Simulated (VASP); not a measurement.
A convergence study with VASP on MoSi$_{2}$ (MoSi2 type): one setting is varied, all else stays as given below, so the limit is that of these other settings.

```yaml
crystal:
  lattice:
    - [-1.60500, 1.60500, 3.92500]
    - [1.60500, -1.60500, 3.92500]
    - [1.60500, 1.60500, -3.92500]
  atoms:
    - { symbol: Si, position: [0.66500, 0.66500, 0.00000] }
    - { symbol: Si, position: [0.33500, 0.33500, 0.00000] }
    - { symbol: Mo, position: [0.00000, 0.00000, 0.00000] }
```

Method: PBE GGA, VASP's PBE PAW potentials (set 64) (plane waves; VASP). The tightest run used: 550 eV cut-off, 19×19×19 Monkhorst-Pack mesh, first-order Methfessel-Paxton smearing of 0.10 eV, potentials Si Mo_sv.

| setting | E (eV/atom) | pressure (GPa) | largest force (eV/Å) | irreducible k-points |
|---|---|---|---|---|
| 1×1×1 mesh | -5.1890 | 25.60 | 1.499 | 1 |
| 2×2×2 mesh | -7.4154 | 7.32 | 0.900 | 3 |
| 3×3×3 mesh | -7.6491 | 3.45 | 0.080 | 6 |
| 4×4×4 mesh | -7.7275 | 1.99 | 0.115 | 11 |
| 5×5×5 mesh | -7.7489 | 1.70 | 0.063 | 18 |

### Question
These are the cheaper rows. Estimate the results at 19×19×19 mesh, and how far the last row shown lies from them.

### Answer

```
quantity              tightest run  last row shown is off by
--------------------  ------------  ------------------------
E (eV/atom)                -7.7533                    0.0044
pressure (GPa)                1.66                      0.04
largest force (eV/Å)         0.006                     0.057
```

Left out are rungs that failed or repeat a setting and relaxations that didn't move; long series are thinned to 24 rows.

The compound is MoSi2 in the MoSi2 type structure. The cell was not relaxed at this level, forces remain on its atoms.
